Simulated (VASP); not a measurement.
Method: PBEsol GGA, VASP's PBE PAW potentials (set 64) (plane waves; VASP).

Input for VASP

POSCAR:
```
LiF
1
   -0.0000000000     2.0020442322     2.0020442322
    2.0020442322    -0.0000000000     2.0020442322
    2.0020442322     2.0020442322     0.0000000000
Li F
1 1
Direct
  0.0000000000   0.0000000000   0.0000000000
  0.5000000000   0.5000000000   0.5000000000
```

**KPOINTS**
```
Automatic mesh
0
Gamma
14 14 14
0 0 0
```

**INCAR**
```
# general
SYSTEM   =  LiF
PREC     =  Accurate
ENCUT    =  520   # plane-wave cut-off (eV)
LREAL    =  F
LASPH    =  T   # aspherical one-centre terms
NBANDS   =  27

# electronic loop
EDIFF    =  1E-7   # SCF stop (eV)
NELM     =  100   # most electronic steps
ALGO     =  Normal   # blocked Davidson

# smearing
ISMEAR   =  0   # Gaussian
SIGMA    =  0.01   # width (eV)

# functional
GGA      =  PS

# output
LWAVE    =  F
LCHARG   =  F
NEDOS    =  1001

# other
LOPTICS  =  T
CSHIFT   =  0.1
```

POTCAR, in this order: Li_sv F (PBE.64 set). Program: vasp_std.

Predict the energy per atom (σ→0), band gap (on the k-mesh).

energy per atom (σ→0): -4.926 eV/atom
band gap (on the k-mesh): 9.08 eV

File OSZICAR:
```
...
DAV:   8    -0.985206664825E+01   -0.22261E-02   -0.86513E-03  7354   0.507E-01    0.900E-02
DAV:   9    -0.985214931371E+01   -0.82665E-04   -0.55651E-04  6832   0.111E-01    0.407E-02
DAV:  10    -0.985217527094E+01   -0.25957E-04   -0.10573E-04  6750   0.344E-02    0.345E-03
DAV:  11    -0.985217580666E+01   -0.53572E-06   -0.11325E-06  7157   0.564E-03    0.226E-03
DAV:  12    -0.985217595712E+01   -0.15046E-06   -0.14800E-07  6325   0.215E-03    0.324E-04
DAV:  13    -0.985217593250E+01    0.24620E-07   -0.23581E-09  4820   0.239E-04
   1 F= -.98521759E+01 E0= -.98521759E+01  d E =-.572649E-14
 imaginary and real dielectric function
```

The compound is LiF in the rock salt structure. It was relaxed first.
